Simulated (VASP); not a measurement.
Consider the following.

```
HgTe
1.0
    0.00000     3.23000     3.23000
    3.23000     0.00000     3.23000
    3.23000     3.23000     0.00000
Hg Te
1 1
Cartesian
  0.00000   0.00000   0.00000
  1.61500   1.61500   1.61500
```

The numbers are results of PBE GGA, VASP's PBE PAW potentials (set 64) (plane waves; VASP), not measurements. Numerical set-up: 400 eV cut-off, 7×7×7 Γ-centred mesh, Gaussian smearing of 0.050 eV, potentials Hg Te.

Unless said otherwise, spin-orbit coupling is left out, though it shifts the bands of the heavy elements here.

Task: What does the run give for the energy per atom (σ→0), pressure, band gap (on the k-mesh) with the smallest direct gap where there is one?

Result: 
```
Item                                                        Result
------------------------  ----------------------------------------
band gap (on the k-mesh)  none (metal, semimetal or under 0.01 eV)
energy per atom (σ→0)                               -1.788 eV/atom
pressure                                                  3.83 GPa
```

Only differences to runs with the same potentials and settings are physical.

The compound is HgTe in the zinc blende structure. The cell was not relaxed at this level.
